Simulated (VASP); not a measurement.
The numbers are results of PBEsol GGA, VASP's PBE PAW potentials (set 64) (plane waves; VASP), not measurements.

VASP input:

POSCAR:
```
TiO2
1
    4.5947055636     0.0000000000     0.0000000000
    0.0000000000     4.5947055636     0.0000000000
    0.0000000000     0.0000000000     2.9437176444
Ti O
2 4
Direct
  0.0000000000   0.0000000000   0.0000000000
  0.5000000000   0.5000000000   0.5000000000
  0.3042739349   0.3042739349   0.0000000000
  0.8042739349   0.1957260651   0.5000000000
  0.1957260651   0.8042739349   0.5000000000
  0.6957260651   0.6957260651   0.0000000000
```

INCAR:
```
! general
SYSTEM =TiO2
PREC   =Accurate
ENCUT  =520
LREAL  =.FALSE.   ! projection in real space or not
LASPH  =.TRUE.

! electronic loop
EDIFF  =1E-7   ! SCF stop (eV)
NELM   =100   ! most electronic steps
ALGO   =Normal
LMAXMIX=4

! smearing
ISMEAR =-5

! functional
GGA    =PS   ! PBEsol

! ions
ISIF   =2   ! forces and stress, cell fixed

! output
LWAVE  =.FALSE.
LCHARG =.TRUE.
LORBIT =11
NEDOS  =601   ! DOS grid

! other
LEFG   =.TRUE.
```

KPOINTS:
```
Automatic mesh
0
G
  6 6 8
0 0 0
```

POTCAR, in this order: Ti_sv O (PBE.64 set). Program: vasp_std.

Output

### OUTCAR
```
 ion  position               nearest neighbor table
   1  0.000  0.000  0.000-   4 1.95   5 1.95   4 1.95   5 1.95   3 1.98   6 1.98
   2  0.500  0.500  0.500-   3 1.95   6 1.95   3 1.95   6 1.95   5 1.98   4 1.98
   3  0.304  0.304  0.000-   2 1.95   2 1.95   1 1.98
   4  0.804  0.196  0.500-   1 1.95   1 1.95   2 1.98
   5  0.196  0.804  0.500-   1 1.95   1 1.95   2 1.98
   6  0.696  0.696  0.000-   2 1.95   2 1.95   1 1.98
  LATTYP: Found a simple tetragonal cell.
 ALAT       =     4.5947055636
 C/A-ratio  =     0.6406760137
 Subroutine PRICEL returns:
 Original cell was already a primitive cell.
 Subroutine GETGRP returns: Found 16 space group operations
The static configuration has the point symmetry D_2h.
 The point group associated with its full space group is D_4h.
The dynamic configuration has the point symmetry D_2h.
 Subroutine INISYM returns: Found 16 space group operations
 Subroutine IBZKPT returns following result:
 Found     50 irreducible k-points:

 Following reciprocal coordinates:
            Coordinates               Weight
  0.000000  0.000000  0.000000      1.000000
  0.166667  0.000000  0.000000      4.000000
  0.333333  0.000000  0.000000      4.000000
  0.500000  0.000000  0.000000      2.000000
  0.166667  0.166667  0.000000      4.000000
  0.333333  0.166667  0.000000      8.000000
  0.500000  0.166667  0.000000      4.000000
  0.333333  0.333333  0.000000      4.000000
  0.500000  0.333333  0.000000      4.000000
  0.500000  0.500000  0.000000      1.000000
  0.000000  0.000000  0.125000      2.000000
  0.166667  0.000000  0.125000      8.000000
  0.333333  0.000000  0.125000      8.000000
  0.500000  0.000000  0.125000      4.000000
  0.166667  0.166667  0.125000      8.000000
  0.333333  0.166667  0.125000     16.000000
  0.500000  0.166667  0.125000      8.000000
  0.333333  0.333333  0.125000      8.000000
...
```

**OSZICAR**
```
       N       E                     dE             d eps       ncg     rms          rms(c)
DAV:   1     0.672964991928E+03    0.67296E+03   -0.25096E+04  2800   0.202E+03
DAV:   2     0.402021040386E+02   -0.63276E+03   -0.61232E+03  3092   0.582E+02
DAV:   3    -0.673953258129E+02   -0.10760E+03   -0.10615E+03  4304   0.213E+02
DAV:   4    -0.724059414713E+02   -0.50106E+01   -0.50058E+01  3812   0.476E+01
DAV:   5    -0.726061188750E+02   -0.20018E+00   -0.20013E+00  3920   0.787E+00    0.325E+01
DAV:   6    -0.566417352785E+02    0.15964E+02   -0.11121E+02  3412   0.103E+02    0.121E+01
DAV:   7    -0.562491486110E+02    0.39259E+00   -0.15974E+01  3520   0.317E+01    0.808E+00
DAV:   8    -0.563298218843E+02   -0.80673E-01   -0.46880E+00  3512   0.202E+01    0.463E+00
DAV:   9    -0.561000884123E+02    0.22973E+00   -0.24061E+00  3560   0.138E+01    0.141E+00
DAV:  10    -0.560988044712E+02    0.12839E-02   -0.14970E-01  3552   0.308E+00    0.210E-01
DAV:  11    -0.560990081182E+02   -0.20365E-03   -0.88903E-03  3512   0.672E-01    0.948E-02
DAV:  12    -0.560990234979E+02   -0.15380E-04   -0.71690E-04  3604   0.195E-01    0.538E-02
DAV:  13    -0.560989939166E+02    0.29581E-04   -0.11354E-04  4112   0.680E-02    0.104E-02
DAV:  14    -0.560989941105E+02   -0.19389E-06   -0.64672E-06  3372   0.211E-02    0.420E-03
DAV:  15    -0.560989944273E+02   -0.31682E-06   -0.25687E-06  3488   0.920E-03    0.292E-03
DAV:  16    -0.560989942779E+02    0.14937E-06   -0.85211E-07  3340   0.826E-03    0.871E-04
DAV:  17    -0.560989942728E+02    0.50759E-08   -0.57057E-08  1944   0.268E-03
   1 F= -.56098994E+02 E0= -.56098994E+02  d E =0.000000E+00
```

OUTCAR:
```
------------------------ aborting loop because EDIFF is reached ----------------------------------------
  FORCE on cell =-STRESS in cart. coord.  units (eV):
  Direction    XX          YY          ZZ          XY          YZ          ZX
  --------------------------------------------------------------------------------------
  Total       -0.0533864     -0.0533864     -0.1125361      0.0000000      0.0000000      0.0000000
  in kB       -1.3763517     -1.3763517     -2.9012877      0.0000000      0.0000000      0.0000000
  external PRESSURE =      -1.8846637 kB  Pullay stress =       0.0000000 kB
  volume of cell :       62.15
      direct lattice vectors                 reciprocal lattice vectors
     4.594705564  0.000000000  0.000000000     0.217641802  0.000000000  0.000000000
     0.000000000  4.594705564  0.000000000     0.000000000  0.217641802  0.000000000
     0.000000000  0.000000000  2.943717644     0.000000000  0.000000000  0.339706494
 POSITION                                       TOTAL-FORCE (eV/Angst)
 -----------------------------------------------------------------------------------
      0.00000      0.00000      0.00000         0.000000     -0.000000     -0.000000
      2.29735      2.29735      1.47186         0.000000     -0.000000     -0.000000
      1.39805      1.39805      0.00000         0.009738      0.009738      0.000000
      3.69540      0.89930      1.47186         0.009738     -0.009738     -0.000000
      0.89930      3.69540      1.47186        -0.009738      0.009738     -0.000000
      3.19666      3.19666      0.00000        -0.009738     -0.009738     -0.000000
 -----------------------------------------------------------------------------------
    total drift:                               -0.000000      0.000000      0.000000
  FREE ENERGIE OF THE ION-ELECTRON SYSTEM (eV)
  ---------------------------------------------------
  free  energy   TOTEN  =       -56.0989942728 eV

  energy  without entropy=      -56.0989942728  energy(sigma->0) =      -56.09899427

 total charge

# of ion       s       p       d       tot
------------------------------------------
    1        2.226   6.310   1.736  10.272
    2        2.226   6.310   1.736  10.272
    3        1.568   3.484   0.000   5.052
    4        1.568   3.484   0.000   5.052
    5        1.568   3.484   0.000   5.052
    6        1.568   3.484   0.000   5.052
--------------------------------------------------
tot         10.724  26.557   3.472  40.752
```
(Selected blocks of OUTCAR.)

OUTCAR:
```
 val. band max:        4.7756467515   @ k =   0.0000   0.0000   0.0000

 cond. band min:       6.6011814575   @ k =   0.0000   0.0000   0.0000


 Fermi energy:         4.8146222408

 k-point     1 :       0.0000    0.0000    0.0000
  band No.  band energies     occupation
      1     -51.8661      2.00000
      2     -51.8480      2.00000
      3     -28.2932      2.00000
      4     -28.2932      2.00000
      5     -28.1212      2.00000
      6     -28.1212      2.00000
      7     -28.0780      2.00000
      8     -28.0431      2.00000
      9     -13.3896      2.00000
     10     -12.1896      2.00000
     11     -11.4347      2.00000
     12     -11.4347      2.00000
     13      -1.0839      2.00000
     14      -0.6431      2.00000
     15      -0.2609      2.00000
     16       0.9347      2.00000
     17       0.9347      2.00000
     18       2.1653      2.00000
     19       2.1653      2.00000
     20       2.7989      2.00000
     21       4.0840      2.00000
     22       4.3159      2.00000
     23       4.3159      2.00000
     24       4.7756      2.00000
     25       6.6012      0.00000
     26       6.8770      0.00000
     27       7.1729      0.00000
     28       7.2703      0.00000

 k-point     2 :       0.1667    0.0000    0.0000
  band No.  band energies     occupation
      1     -51.8649      2.00000
      2     -51.8492      2.00000
      3     -28.2839      2.00000
      4     -28.2830      2.00000
      5     -28.1326      2.00000
      6     -28.1316      2.00000
      7     -28.0756      2.00000
      8     -28.0454      2.00000
      9     -13.2900      2.00000
     10     -12.1949      2.00000
     11     -11.5340      2.00000
     12     -11.4734      2.00000
     13      -0.9025      2.00000
     14      -0.5323      2.00000
     15      -0.0761      2.00000
     16       0.9460      2.00000
     17       0.9541      2.00000
     18       1.9926      2.00000
     19       2.1202      2.00000
     20       2.8115      2.00000
...
```

The compound is TiO2 in the rutile structure. It was relaxed first.
